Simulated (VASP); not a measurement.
Output of a VASP run:

OSZICAR:
```
...
DAV:   5     0.395438850924E+02   -0.62355E-02   -0.62355E-02   748   0.287E+00    0.312E+00
DAV:   6     0.434474747173E+02    0.39036E+01   -0.61084E+00   566   0.335E+01    0.181E+00
DAV:   7     0.430378527037E+02   -0.40962E+00   -0.30838E-01   602   0.829E+00    0.145E+00
DAV:   8     0.433735623095E+02    0.33571E+00   -0.85532E-01   692   0.628E+00    0.902E-01
DAV:   9     0.430161152939E+02   -0.35745E+00   -0.24431E-01   560   0.599E+00    0.825E-01
DAV:  10     0.430145739858E+02   -0.15413E-02   -0.54676E-03   680   0.870E-01    0.904E-01
DAV:  11     0.430400964612E+02    0.25522E-01   -0.95349E-02   686   0.525E+00    0.249E-01
DAV:  12     0.430235590439E+02   -0.16537E-01   -0.31791E-02   680   0.341E+00    0.105E-01
DAV:  13     0.430214036511E+02   -0.21554E-02   -0.27801E-03   568   0.522E-01    0.501E-02
DAV:  14     0.430213175062E+02   -0.86145E-04   -0.22883E-04   680   0.121E-01    0.574E-02
DAV:  15     0.430213404954E+02    0.22989E-04   -0.51711E-04   728   0.290E-01    0.701E-02
DAV:  16     0.430212832958E+02   -0.57200E-04   -0.15751E-04   620   0.165E-01    0.596E-02
DAV:  17     0.430212941770E+02    0.10881E-04   -0.29130E-05   596   0.593E-02    0.398E-02
DAV:  18     0.430212830268E+02   -0.11150E-04   -0.16497E-05   696   0.362E-02    0.150E-02
DAV:  19     0.430212795987E+02   -0.34281E-05   -0.40176E-06   570   0.154E-02    0.346E-03
DAV:  20     0.430212789782E+02   -0.62054E-06   -0.35488E-07   298   0.590E-03
   1 F= 0.43021279E+02 E0= 0.43021279E+02  d E =0.430213E+02
       N       E                     dE             d eps       ncg     rms          rms(c)
DAV:   1     0.428917334030E+02   -0.12955E+00   -0.47202E+00   686   0.407E+01    0.200E+00
DAV:   2     0.429956245521E+02    0.10389E+00   -0.18856E-01   680   0.764E+00    0.828E-01
DAV:   3     0.430195105280E+02    0.23886E-01   -0.12630E-01   686   0.627E+00    0.181E-01
DAV:   4     0.430219907480E+02    0.24802E-02   -0.16126E-02   614   0.219E+00    0.104E-01
DAV:   5     0.430190794825E+02   -0.29113E-02   -0.79956E-03   644   0.160E+00    0.530E-02
DAV:   6     0.430177009499E+02   -0.13785E-02   -0.12955E-03   560   0.578E-01    0.144E-02
DAV:   7     0.430176449410E+02   -0.56009E-04   -0.65336E-05   572   0.113E-01    0.458E-03
DAV:   8     0.430176259788E+02   -0.18962E-04   -0.18125E-05   560   0.700E-02    0.426E-03
DAV:   9     0.430176217080E+02   -0.42708E-05   -0.12750E-06   430   0.211E-02    0.244E-03
DAV:  10     0.430176202003E+02   -0.15077E-05   -0.59786E-07   286   0.135E-02    0.137E-03
DAV:  11     0.430176202171E+02    0.16778E-07   -0.36668E-07   280   0.126E-02
   2 F= 0.43017620E+02 E0= 0.43017620E+02  d E =-.365876E-02
       N       E                     dE             d eps       ncg     rms          rms(c)
DAV:   1     0.430071650053E+02   -0.10455E-01   -0.35652E-01   686   0.107E+01    0.566E-01
DAV:   2     0.430154145638E+02    0.82496E-02   -0.15097E-02   680   0.220E+00    0.230E-01
DAV:   3     0.430172180376E+02    0.18035E-02   -0.94742E-03   686   0.173E+00    0.522E-02
DAV:   4     0.430172818103E+02    0.63773E-04   -0.99588E-04   620   0.533E-01    0.271E-02
DAV:   5     0.430171292856E+02   -0.15252E-03   -0.44224E-04   644   0.373E-01    0.140E-02
DAV:   6     0.430170489855E+02   -0.80300E-04   -0.10527E-04   560   0.171E-01    0.409E-03
DAV:   7     0.430170381409E+02   -0.10845E-04   -0.12103E-05   560   0.591E-02    0.151E-03
DAV:   8     0.430170374944E+02   -0.64647E-06   -0.17822E-06   420   0.257E-02
   3 F= 0.43017037E+02 E0= 0.43017037E+02  d E =-.424148E-02
```

File OUTCAR:
```
------------------------ aborting loop because EDIFF is reached ----------------------------------------
  FORCE on cell =-STRESS in cart. coord.  units (eV):
  Direction    XX          YY          ZZ          XY          YZ          ZX
  --------------------------------------------------------------------------------------
  Total       -0.0026301     -0.0026301     -0.0026301     -0.0000000     -0.0000000      0.0000000
  in kB       -0.0719875     -0.0719875     -0.0719875     -0.0000000     -0.0000000      0.0000000
  external PRESSURE =      -0.0719875 kB  Pullay stress =       0.0000000 kB
  volume of cell :       58.54
      direct lattice vectors                 reciprocal lattice vectors
     0.000000000  3.081738862  3.081738862    -0.162246064  0.162246064  0.162246064
     3.081738862 -0.000000000  3.081738862     0.162246064 -0.162246064  0.162246064
     3.081738862  3.081738862  0.000000000     0.162246064  0.162246064 -0.162246064
  FREE ENERGIE OF THE ION-ELECTRON SYSTEM (eV)
  ---------------------------------------------------
  free  energy   TOTEN  =        43.0170374944 eV

  energy  without entropy=       43.0170374944  energy(sigma->0) =       43.01703749

 reached required accuracy - stopping structural energy minimisation
```
(Selected blocks of OUTCAR.)

File POSCAR:
```
PbSe
1
    0.0000000000     3.0600000000     3.0600000000
    3.0600000000     0.0000000000     3.0600000000
    3.0600000000     3.0600000000     0.0000000000
Pb Se
1 1
Direct
  0.0000000000   0.0000000000   0.0000000000
  0.5000000000   0.5000000000   0.5000000000
```

Problem. Write an INCAR and KPOINTS that could have produced this output.

Solution. Several could match; the one computed here: the input of the run itself, revTPSS meta-GGA, plane waves, VASP's PBE PAW potentials (set 64).

INCAR:
```
SYSTEM = PbSe
PREC = Accurate; ENCUT = 520; LREAL = F
LASPH = T
EDIFF = 1E-6; NELM = 100; ALGO = Normal
LMAXMIX = 4; LMIXTAU = T
ISMEAR = 0; SIGMA = 0.05
METAGGA = RTPSS
IBRION = 2; NSW = 60; ISIF = 3
EDIFFG = -0.01
LWAVE = F; LCHARG = F
```

KPOINTS:
```
kpoints
0
G
 7 7 7
0 0 0
```

POTCAR, in this order: Pb_d Se (PBE.64 set). Program: vasp_std.

Energy and stress use the plane-wave basis of the starting cell.

The compound is PbSe in the rock salt structure. This run relaxes it. Symmetry was kept, so distortions that lower it aren't found.
